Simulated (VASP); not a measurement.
ZrSe (relaxed from the zinc blende structure, space group F-43m): computed properties

Method: PBEsol GGA, VASP's PBE PAW potentials (set 64) (plane waves; VASP 6.6.1).

- space group = F-43m (216)
- cell = a = b = c = 5.9646 Å, α = β = γ = 90.00°
- volume per atom = 26.52 Å³/atom
- band gap (over mesh and band path) = none (metal, semimetal or under 0.01 eV)
- density = 5.33 g/cm³

```
ZrSe
1.0
    0.00000     2.98228     2.98228
    2.98228     0.00000     2.98228
    2.98228     2.98228     0.00000
Zr Se
1 1
Cartesian
  0.00000   0.00000   0.00000
  1.49114   1.49114   1.49114
```

The structure was generated: ZrSe was put into the zinc blende type (F-43m), which need not be its known phase. It was relaxed first, which changed the volume by -33 %. Symmetry was kept, so distortions that lower it aren't found.
